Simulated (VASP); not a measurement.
Input:

```xyz
4
Lattice="1.2279 -2.1268 0.0000 1.2279 2.1268 0.0000 0.0000 0.0000 6.5165" Properties=species:S:1:pos:R:3 pbc="T T T"
C      0.0000     0.0000     1.6291
C      0.0000     0.0000     4.8874
C      1.2279     0.7089     1.6291
C      1.2279    -0.7089     4.8874
```

Computed with PBE GGA, VASP's PBE PAW potentials (set 64) (plane waves; VASP). Settings: 620 eV cut-off, 10×10×4 Γ-centred mesh, Gaussian smearing of 0.050 eV, potentials C.

Without a dispersion term in the relaxation, distances and binding between the weakly bound layers, chains or molecules are unreliable, and so is what depends on them.

Task: What does the run give for the energy per atom (σ→0), pressure?

Result: 
```
Item                           Result
---------------------  --------------
energy per atom (σ→0)  -9.208 eV/atom
pressure                     5.01 GPa
```

The compound is C in the graphite structure. It was relaxed first under an external pressure of 5 GPa.
